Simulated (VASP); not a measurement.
VASP ran on this input.

INCAR:
```
SYSTEM = HfC
PREC = Accurate; ENCUT = 520; LREAL = F
LASPH = T
EDIFF = 1E-8; NELM = 100; ALGO = Normal
LMAXMIX = 6
ISMEAR = 1; SIGMA = 0.1
GGA = PE
ISIF = 2
LWAVE = F; LCHARG = F
```

**KPOINTS**
```
Automatic mesh
0
Gamma
12 12 12
0 0 0
```

File POSCAR:
```
HfC
1
    0.0000000000     2.2982790000     2.3039220000
    2.3711040000     0.0000000000     2.3039220000
    2.3711040000     2.2982790000     0.0000000000
Hf C
1 1
Direct
  0.0000000000   0.0000000000   0.0000000000
  0.4828580000   0.5171420000   0.5171420000
```

POTCAR, in this order: Hf_pv C (PBE.64 set). Program: vasp_std.

Task: Write an equivalent input for Ansatz.

Result: One equivalent input (not run):
Ansatz 0.2 input:
```yaml
crystal:
  lattice:
    - [0.0000000, 2.2982790, 2.3039220]
    - [2.3711040, 0.0000000, 2.3039220]
    - [2.3711040, 2.2982790, 0.0000000]
  atoms:
    - { symbol: Hf, position: [0.0000000, 0.0000000, 0.0000000] }
    - { symbol: C, position: [0.4828580, 0.5171420, 0.5171420] }
kpoints:
  mp_grid: { grid: [12, 12, 12] }
hamiltonian:
  xc: pbe
  pseudopotentials: { kind: paw }
scf:
  occupations: { method: methfessel_paxton, width: 0.1 }
  max_iter: 100
output: { forces: true, stress: true, eigenvalues: true }
```
Limits of the translation: each code has its own PAW files, so the cut-off isn't converted (ENCUT is set for VASP's; basis.ecutwfc is left out, and Ansatz then takes the one that its files recommend); Ansatz stops its SCF on the density residual and VASP on the energy change (EDIFF).

The compound is HfC in the rock salt structure. The cell was not relaxed at this level, atoms are displaced from their ideal sites. The run is one of a series of settings (EDIFF = 1E-8 against the base run), some of them coarse on purpose.
